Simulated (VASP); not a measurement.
# Hf2N2O in VASP: further runs

One slab, Hf2N2O, is run at these levels: LDA; tasks: single point.

Everything below comes from runs of VASP 6.6.1. Logs are shortened: lines on timing, memory, paths and dates and some standing lists are left out, and cuts for length are marked.

**1. Starting point**

The cell holds a slab with vacuum, 5 atoms: a = 3.472 Å, b = 3.472 Å, c = 18.543 Å, α = 90.00°, β = 90.00°, γ = 60.00°.

**2. Single point, LDA**

Contents of INCAR:

```
SYSTEM = Hf2N2O
PREC     = Accurate       ! precision mode
ENCUT    = 520            ! plane-wave cutoff, eV
EDIFF    = 1E-7           ! SCF threshold, eV
ISMEAR   = 0              ! smearing method
SIGMA    = 0.1            ! smearing width, eV
LREAL    = .FALSE.        ! projectors in reciprocal space
LASPH    = .TRUE.         ! aspherical terms in the spheres
NELM     = 60             ! most SCF steps
ALGO     = Fast           ! electronic algorithm
ISIF     = 2              ! what is computed and relaxed
LWAVE    = .FALSE.        ! write WAVECAR
LCHARG   = .FALSE.        ! write CHGCAR
LDIPOL   = .TRUE.       
IDIPOL   = 3            
DIPOL    = 0.5 0.5 0.476
GGA      = CA             ! functional
NBANDS   = 26             ! bands
```

Contents of KPOINTS:

```
Automatic mesh
0
G
  6 6 1
  0 0 0
```

Contents of POSCAR:

```
Hf2N2O
1.0
    3.4716425656      0.0000000000      0.0000000000
    1.7358212828      3.0065306547      0.0000000000
    0.0000000000      0.0000000000     18.5432303563
Hf N O
2 2 1
Direct
    0.0000000000      0.0000000000      0.3559250397
    0.6666666667      0.6666666667      0.5087886039
    0.6666666667      0.6666666667      0.3941409307
    0.3333333333      0.3333333333      0.5470044950
    0.9102639366      0.1794721268      0.5762117900
```

Potentials or basis: VASP PAW LDA potentials, release 64 (Hf_pv, N, O).

Launch:

```
cat potpaw_LDA.64/Hf_pv/POTCAR potpaw_LDA.64/N/POTCAR potpaw_LDA.64/O/POTCAR > POTCAR
mpirun -np 1 vasp_std > vasp.out
```

OUTCAR:

```text
SYSTEM = Hf2N2O
   PREC = Accurate
   ENCUT = 520
   EDIFF = 1E-7
   ISMEAR = 0
   LREAL = .FALSE.
   LASPH = .TRUE.
   NELM = 60
   ISIF = 2
   GGA = CA

 ion  position               nearest neighbor table
   1  0.000  0.000  0.356-   3 2.13   3 2.13   3 2.13   2 3.47   2 3.47   2 3.47
   2  0.667  0.667  0.509-   5 1.93   4 2.13   4 2.13   3 2.13   4 2.13   5 2.64   5 2.64   1 3.47
                             1 3.47   1 3.47
   3  0.667  0.667  0.394-   1 2.13   1 2.13   1 2.13   2 2.13
   4  0.333  0.333  0.547-   2 2.13   2 2.13   2 2.13
   5  0.910  0.179  0.576-   2 1.93   2 2.64   2 2.64

  LATTYP: Found a hexagonal cell.
 ALAT       =     3.4716425656
 C/A-ratio  =     5.3413420321

  Lattice vectors:

 A1 = (  -1.7358212828,  -3.0065306547,   0.0000000000)
 A2 = (   3.4716425656,   0.0000000000,   0.0000000000)
 A3 = (   0.0000000000,   0.0000000000,  18.5432303563)

Analysis of symmetry for initial positions (statically):
=====================================================================
 Subroutine PRICEL returns:
 Original cell was already a primitive cell.

 Routine SETGRP: Setting up the symmetry group for a
 hexagonal supercell.

 Subroutine GETGRP returns: Found  2 space group operations
 (whereof  2 operations were pure point group operations)
 out of a pool of 24 trial point group operations.

The static configuration has the point symmetry C_1h.

Analysis of symmetry for dynamics (positions and initial velocities):
=====================================================================
 Subroutine PRICEL returns:
 Original cell was already a primitive cell.

 Routine SETGRP: Setting up the symmetry group for a
 hexagonal supercell.

 Subroutine GETGRP returns: Found  2 space group operations
 (whereof  2 operations were pure point group operations)
 out of a pool of 24 trial point group operations.

The dynamic configuration has the point symmetry C_1h.

 Subroutine INISYM returns: Found  2 space group operations
 (whereof  2 operations are pure point group operations),
 and found     1 'primitive' translations

----------------------------------------------------------------------------------------

                                     Primitive cell

  volume of cell :     193.5468

  direct lattice vectors                    reciprocal lattice vectors
     3.471642566  0.000000000  0.000000000     0.288048087 -0.166304641  0.000000000
     1.735821283  3.006530655  0.000000000     0.000000000  0.332609281  0.000000000
     0.000000000  0.000000000 18.543230356     0.000000000  0.000000000  0.053928036

  length of vectors
     3.471642566  3.471642566 18.543230356     0.332609281  0.332609281  0.053928036

  position of ions in fractional coordinates (direct lattice)
     0.000000000  0.000000000  0.355925040
     0.666666667  0.666666667  0.508788604
     0.666666667  0.666666667  0.394140931
     0.333333333  0.333333333  0.547004495
     0.910263937  0.179472127  0.576211790

  ion indices of the primitive-cell ions
   primitive index   ion index
                 1           1
                 2           2
                 3           3
                 4           4
                 5           5

----------------------------------------------------------------------------------------

 KPOINTS: Automatic mesh

Automatic generation of k-mesh.
 Grid dimensions read from file:
 generate k-points for:    6    6    1

 Generating k-lattice:

  Cartesian coordinates                     Fractional coordinates (reciprocal lattice)
     0.048008015 -0.027717440  0.000000000     0.166666667 -0.000000000  0.000000000
     0.000000000  0.055434880  0.000000000     0.000000000  0.166666667  0.000000000
     0.000000000  0.000000000  0.053928036     0.000000000  0.000000000  1.000000000

  Length of vectors
     0.055434880  0.055434880  0.053928036

  Shift w.r.t. Gamma in fractional coordinates (k-lattice)
     0.000000000  0.000000000  0.000000000

 Subroutine IBZKPT returns following result:
 ===========================================

 Found     13 irreducible k-points:

 Following reciprocal coordinates:
            Coordinates               Weight
  0.000000  0.000000  0.000000      1.000000
  0.166667  0.000000  0.000000      4.000000
  0.000000  0.166667  0.000000      2.000000
  0.333333  0.000000  0.000000      4.000000
  0.000000  0.333333  0.000000      2.000000
  0.500000  0.000000  0.000000      2.000000
  0.000000  0.500000  0.000000      1.000000
  0.333333  0.166667  0.000000      2.000000
  0.166667  0.333333  0.000000      4.000000
  0.500000  0.166667  0.000000      4.000000
  0.333333  0.500000  0.000000      4.000000
 -0.166667  0.333333  0.000000      4.000000
 -0.333333  0.333333  0.000000      2.000000
   k-points           NKPTS =     13   k-points in BZ     NKDIM =     13   number of bands    NBANDS=     26
   number of dos      NEDOS =    301   number of ions     NIONS =      5
   total plane-waves  NPLWV = 109760
   dimension x,y,z NGX =    28 NGY =   28 NGZ =  140
   dimension x,y,z NGXF=    56 NGYF=   56 NGZF=  280
   ions per type =               2   2   1
   NGX,Y,Z   is equivalent  to a cutoff of  13.41, 13.41, 12.55 a.u.
   NGXF,Y,Z  is equivalent  to a cutoff of  26.82, 26.82, 25.10 a.u.
 SYSTEM =  Hf2N2O
   PREC   = accura    normal or accurate (medium, high low for compatibility)
   ISTART =      0    job   : 0-new  1-cont  2-samecut
   ICHARG =      2    charge: 1-file 2-atom 10-const
   ISPIN  =      1    spin polarized calculation?
   LNONCOLLINEAR =      F non collinear calculations
   LSORBIT =      F    spin-orbit coupling
   LASPH  =      T    aspherical Exc in radial PAW
   ENCUT  =  520.0 eV  38.22 Ry    6.18 a.u.   6.45  6.45 34.48*2*pi/ulx,y,z
   NELM   =     60;   NELMIN=  2; NELMDL= -5     # of ELM steps
   EDIFF  = 0.1E-06   stopping-criterion for ELM
   LREAL  =      F    real-space projection
   EDIFFG = 0.1E-05   stopping-criterion for IOM
   NSW    =      0    number of steps for IOM
   IBRION =     -1    ionic relax: 0-MD 1-quasi-New 2-CG
   NFREE  =      0    steps in history (QN), initial steepest desc. (CG)
   ISIF   =      2    stress and relaxation
   ISYM   =      2    0-nonsym 1-usesym 2-fastsym
   POTIM  = 0.5000    time-step for ionic-motion
   TEBEG  =    0.0;   TEEND  =   0.0 temperature during run
   PSTRESS=    0.0 pullay stress
   NELECT =      36.0000    total number of electrons
   NUPDOWN=      -1.0000    fix difference up-down
   EMIN   =  10.00;   EMAX   =-10.00  energy-range for DOS
   EFERMI =   0.00;   METHOD = LEGACY
   ISMEAR =     0;   SIGMA  =   0.10  broadening in eV -4-tet -1-fermi 0-gaus
   EFERMI_NEDOS =   21; number of points for ismear=-14 and -15
   IALGO  =     68    algorithm
   IMIX   =      4    mixing-type and parameters
     AMIX     =   0.40;   BMIX     =  1.00
     AMIX_MAG =   1.60;   BMIX_MAG =  1.00
  volume/ion in A,a.u.               =      38.71       261.22
  Fermi-wavevector in a.u.,A,eV,Ry     =   0.934502  1.765953 11.881891  0.873294
  Thomas-Fermi vector in A             =   2.061314
   LORBIT       =      0    0 simple, 1 ext, 2 COOP (PROOUT), +10 PAW based schemes
   GGA     = CA    functional components
   LHFCALC =     F    Hartree Fock is set to
   AEXX    =    0.0000 exact exchange contribution
   IVDW    =     0    specifies the selected vdW correction
   LEPSILON=     F    determine dielectric tensor
   LRPA    =     F    only Hartree local field effects (RPA)
 non-spin polarized calculation
 RMM-DIIS sequential band-by-band and
 Gauss-broadening in eV      SIGMA  =   0.10
  energy-cutoff  :      520.00
  volume of cell :      193.55
 maximum number of plane-waves:      5277
 NGX is ok and might be reduce to    28
   NGX = 13   NGY = 13   NGZ = 69

 dipolmoment           0.000000      0.000000     -0.080635 electrons x Angstroem

 number of electron      36.0000003 magnetization

 dipolmoment           0.000000      0.000000      0.135721 electrons x Angstroem

 Free energy of the ion-electron system (eV)
  ---------------------------------------------------
  ext. energy  EPLUGINS =         0.00000000
  ---------------------------------------------------
  free energy    TOTEN  =       -48.16481195 eV

  energy without entropy =      -48.16389044  energy(sigma->0) =      -48.16435120

 E-fermi :  -2.0414     XC(G=0):  -4.8186

 val. band max:       -2.1575439768   @ k =   0.0000   0.5000   0.0000
 cond. band min:      -1.8960647575   @ k =   0.3333   0.1667   0.0000
 fundamental gap:      0.2614792192
 Fermi energy:        -2.0414368933

 k-point     1 :       0.0000    0.0000    0.0000
  band No.  band energies     occupation
      1     -33.3990      2.00000
      2     -33.1784      2.00000
      3     -33.1709      2.00000
      4     -32.6474      2.00000
      5     -32.2991      2.00000
      6     -32.2875      2.00000
[... 18 lines left out ...]
     25       2.4714      0.00000
     26       4.1404      0.00000

 k-point     2 :       0.1667    0.0000    0.0000
  band No.  band energies     occupation
      1     -33.3885      2.00000
      2     -33.2630      2.00000
      3     -33.1965      2.00000
      4     -32.6457      2.00000
      5     -32.3904      2.00000
      6     -32.3097      2.00000
[... 18 lines left out ...]
     25       2.8021      0.00000
     26       4.2851      0.00000

 k-point     3 :       0.0000    0.1667    0.0000
  band No.  band energies     occupation
      1     -33.3884      2.00000
      2     -33.2686      2.00000
      3     -33.1910      2.00000
      4     -32.6625      2.00000
      5     -32.3717      2.00000
      6     -32.3218      2.00000
[... 253 lines left out ...]
 k-point    12 :      -0.1667    0.3333    0.0000
  band No.  band energies     occupation
      1     -33.5049      2.00000
      2     -33.3364      2.00000
      3     -33.2952      2.00000
      4     -32.7961      2.00000
      5     -32.4694      2.00000
      6     -32.4297      2.00000
[... 18 lines left out ...]
     25       3.0864      0.00000
     26       3.5230      0.00000

 k-point    13 :      -0.3333    0.3333    0.0000
  band No.  band energies     occupation
      1     -33.4775      2.00000
      2     -33.3796      2.00000
      3     -33.3276      2.00000
      4     -32.7281      2.00000
      5     -32.5683      2.00000
      6     -32.4411      2.00000
[... 18 lines left out ...]
     25       2.9243      0.00000
     26       3.6342      0.00000

------------------------ aborting loop because EDIFF is reached ----------------------------------------

 vacuum level on the upper side and lower side of the slab       (xc-potential included)         1.009        -1.322

  FORCE on cell =-STRESS in cart. coord.  units (eV):
  Direction    XX          YY          ZZ          XY          YZ          ZX
  --------------------------------------------------------------------------------------
  -------------------------------------------------------------------------------------
  Total       -1.3124528     -2.3366933     -1.5672960      0.0000000     -1.0936205      0.0000000
  in kB      -10.8644624    -19.3431078    -12.9740499      0.0000000     -9.0529720      0.0000000
  external PRESSURE =     -14.3938734 kB  Pullay stress =       0.0000000 kB

 VOLUME and BASIS-vectors are now :
 -----------------------------------------------------------------------------
  energy-cutoff  :      520.00
  volume of cell :      193.55
      direct lattice vectors                 reciprocal lattice vectors
     3.471642566  0.000000000  0.000000000     0.288048087 -0.166304641  0.000000000
     1.735821283  3.006530655  0.000000000     0.000000000  0.332609281  0.000000000
     0.000000000  0.000000000 18.543230356     0.000000000  0.000000000  0.053928036

 POSITION                                       TOTAL-FORCE (eV/Angst)
 -----------------------------------------------------------------------------------
      0.00000      0.00000      6.60000        -0.000000     -0.018711      1.662518
      3.47164      2.00435      9.43458         0.000000      1.897420      1.884361
      3.47164      2.00435      7.30865         0.000000     -0.067225     -2.021224
      1.73582      1.00218     10.14323         0.000000     -1.800664     -1.483982
      3.47164      0.53959     10.68483         0.000000     -0.010819     -0.041672
 -----------------------------------------------------------------------------------
    total drift:                                0.000001     -0.000061     -0.000198

  FREE ENERGIE OF THE ION-ELECTRON SYSTEM (eV)
  ---------------------------------------------------
  free  energy   TOTEN  =       -48.1648119510 eV

  energy  without entropy=      -48.1638904422  energy(sigma->0) =      -48.16435120

 vacuum level on the upper side and lower side of the slab         4.717         2.313
```

Wall time 4.1 min (1 thread of Intel Xeon Platinum 8559C (Emerald Rapids), shared host); peak memory 0.29 GiB.

What came out:

- Free energy: -48.1648 eV
- Largest force: 2.674 eV/Å
- Band gap on the k mesh: 0.26 eV, indirect (least direct gap 0.49 eV)

Forces on the atoms (eV/Å):
```
Hf   0.000 -0.019  1.663
Hf   0.000  1.897  1.884
N    0.000 -0.067 -2.021
N    0.000 -1.801 -1.484
O    0.000 -0.011 -0.042
```

Caveat: spin-orbit coupling is left out, which moves the levels of the heavy elements.

[end of part 1 of 2]
